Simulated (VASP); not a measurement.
These are PBEsol GGA, VASP's PBE PAW potentials (set 64) (plane waves; VASP) values and carry that method's errors.

VASP ran on this input.

**INCAR**
```
! general
SYSTEM  = MoS2
PREC    = Accurate
ENCUT   = 500
LREAL   = .FALSE.
LASPH   = .TRUE.

! electronic loop
EDIFF   = 1E-6
NELM    = 100
ALGO    = Normal
LMAXMIX = 4

! smearing
ISMEAR  = 0
SIGMA   = 0.05

! functional
GGA     = PS

! ions
IBRION  = 2
NSW     = 40
ISIF    = 3
EDIFFG  = -0.02
PSTRESS = 200

! output
LWAVE   = .FALSE.
LCHARG  = .FALSE.
```

**KPOINTS**
```
Automatic mesh
0
Gamma
8 8 2
0 0 0
```

### POSCAR
```
MoS2
1
    1.5049570607    -2.6066609694     0.0000000000
    1.5049570607     2.6066609694     0.0000000000
   -0.0000000000     0.0000000000    10.9855283921
Mo S
2 4
Direct
  0.3333330000   0.6666670000   0.2500000000
  0.6666670000   0.3333330000   0.7500000000
  0.3333330000   0.6666670000   0.8932118290
  0.6666670000   0.3333330000   0.3932118290
  0.6666670000   0.3333330000   0.1067881710
  0.3333330000   0.6666670000   0.6067881710
```

POTCAR, in this order: Mo_sv S (PBE.64 set). Program: vasp_std.

What VASP printed:

File OUTCAR:
```
 ion  position               nearest neighbor table
   1  0.333  0.667  0.250-   4 2.34   5 2.34   4 2.34   5 2.34   4 2.34   5 2.34
   2  0.667  0.333  0.750-   3 2.34   6 2.34   3 2.34   6 2.34   3 2.34   6 2.34
   3  0.333  0.667  0.893-   2 2.34   2 2.34   2 2.34
   4  0.667  0.333  0.393-   1 2.34   1 2.34   1 2.34
   5  0.667  0.333  0.107-   1 2.34   1 2.34   1 2.34
   6  0.333  0.667  0.607-   2 2.34   2 2.34   2 2.34
  LATTYP: Found a hexagonal cell.
 ALAT       =     3.0099131489
 C/A-ratio  =     3.6497825182
 Subroutine PRICEL returns:
 Original cell was already a primitive cell.
 Subroutine GETGRP returns: Found 24 space group operations
The static configuration has the point symmetry D_3d.
 The point group associated with its full space group is D_6h.
The dynamic configuration has the point symmetry D_3d.
 Subroutine INISYM returns: Found 24 space group operations
 Subroutine IBZKPT returns following result:
 Found     20 irreducible k-points:

 Following reciprocal coordinates:
            Coordinates               Weight
  0.000000  0.000000  0.000000      1.000000
  0.125000  0.000000  0.000000      6.000000
  0.250000  0.000000  0.000000      6.000000
...
```

OSZICAR:
```
       N       E                     dE             d eps       ncg     rms          rms(c)
DAV:   1     0.456988905279E+03    0.45699E+03   -0.29641E+04  1328   0.159E+03
DAV:   2    -0.219400420614E+02   -0.47893E+03   -0.46875E+03  1495   0.416E+02
DAV:   3    -0.479797262821E+02   -0.26040E+02   -0.25648E+02  1628   0.835E+01
DAV:   4    -0.484257579472E+02   -0.44603E+00   -0.44516E+00  1525   0.111E+01
DAV:   5    -0.484343795273E+02   -0.86216E-02   -0.86196E-02  1589   0.149E+00    0.442E+01
DAV:   6    -0.464876502433E+02    0.19467E+01   -0.13755E+01  1413   0.214E+01    0.156E+01
DAV:   7    -0.463182255546E+02    0.16942E+00   -0.69157E+00  1410   0.132E+01    0.945E+00
DAV:   8    -0.459834597356E+02    0.33477E+00   -0.16873E+00  1483   0.723E+00    0.390E+00
DAV:   9    -0.459974724148E+02   -0.14013E-01   -0.15295E-01  1648   0.183E+00    0.172E+00
DAV:  10    -0.459868054275E+02    0.10667E-01   -0.75515E-02  1470   0.156E+00    0.405E-01
DAV:  11    -0.459867484383E+02    0.56989E-04   -0.36825E-03  1497   0.335E-01    0.326E-01
DAV:  12    -0.459867119179E+02    0.36520E-04   -0.27188E-04  1472   0.881E-02    0.178E-01
DAV:  13    -0.459866799881E+02    0.31930E-04   -0.15589E-04  1522   0.656E-02    0.723E-02
DAV:  14    -0.459866813622E+02   -0.13741E-05   -0.12549E-05  1290   0.193E-02    0.514E-02
DAV:  15    -0.459866788077E+02    0.25544E-05   -0.74752E-06  1424   0.161E-02    0.181E-02
DAV:  16    -0.459866784989E+02    0.30887E-06   -0.71999E-07   921   0.485E-03
   1 F= -.35227502E+02 E0= -.35227408E+02  d E =-.352275E+02
```

File OUTCAR:
```
------------------------ aborting loop because EDIFF is reached ----------------------------------------
  FORCE on cell =-STRESS in cart. coord.  units (eV):
  Direction    XX          YY          ZZ          XY          YZ          ZX
  --------------------------------------------------------------------------------------
  Total       10.7994078     10.7993985     10.7535998      0.0000000     -0.0000000      0.0000000
  in kB      200.7478575    200.7476846    199.8963418      0.0000000     -0.0000000      0.0000000
  external PRESSURE =       0.4639613 kB  Pullay stress =     200.0000000 kB
  volume of cell :       86.19
      direct lattice vectors                 reciprocal lattice vectors
     1.504957061 -2.606660969  0.000000000     0.332235393 -0.191816276  0.000000000
     1.504957061  2.606660969  0.000000000     0.332235393  0.191816276  0.000000000
     0.000000000  0.000000000 10.985528392     0.000000000  0.000000000  0.091028849
 POSITION                                       TOTAL-FORCE (eV/Angst)
 -----------------------------------------------------------------------------------
      1.50496      0.86889      2.74638        -0.000000     -0.000000     -0.000000
      1.50496     -0.86889      8.23915         0.000000     -0.000000     -0.000000
      1.50496      0.86889      9.81240        -0.000000     -0.000000     -0.003217
      1.50496     -0.86889      4.31964        -0.000000      0.000000     -0.003217
      1.50496     -0.86889      1.17312        -0.000000      0.000000      0.003217
      1.50496      0.86889      6.66589        -0.000000     -0.000000      0.003217
 -----------------------------------------------------------------------------------
    total drift:                                0.000000      0.001475     -0.000029
  FREE ENERGIE OF THE ION-ELECTRON SYSTEM (eV)
  ---------------------------------------------------
  free  energy   TOTEN  =       -45.9866784989 eV

  energy  without entropy=      -45.9864901479  energy(sigma->0) =      -45.98658432
  enthalpy is  TOTEN    =       -35.2275023515 eV   P V=       10.7591761474

 reached required accuracy - stopping structural energy minimisation
```
(Selected blocks of OUTCAR.)

Without a dispersion term in the relaxation, distances and binding between the weakly bound layers, chains or molecules are unreliable, and so is what depends on them.

The compound is MoS2 in the 2H layered structure. It was relaxed first under an external pressure of 20 GPa.
